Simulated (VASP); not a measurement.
Energy against volume of Li$_{2}$S (antifluorite). Method: PBE GGA with D3 dispersion (Becke-Johnson damping), VASP's PBE PAW potentials (set 64) (plane waves; VASP 6.6.1). Numerical set-up: 520 eV cut-off, 7×7×7 Γ-centred mesh, Gaussian smearing of 0.050 eV, potentials Li_sv S.

```csv
V (Å³/atom),E (eV/atom)
13.976,-4.26823
14.408,-4.27023
14.840,-4.26843
15.273,-4.26338
```

Question: Fit these four points and predict the energy of the run at 13.544 Å³/atom.

Answer: A cubic in V^(−2/3), the third-order Birch-Murnaghan form, passes through the four points with V0 = 14.41 Å³/atom and B0 = 47 GPa, and gives -4.2618 eV/atom there. The run gave -4.2618 eV/atom, -0.1 meV/atom from the fit; all five points give B0 = 47 GPa.

The compound is Li2S in the antifluorite structure. It was relaxed first, which changed the volume by -8 %.
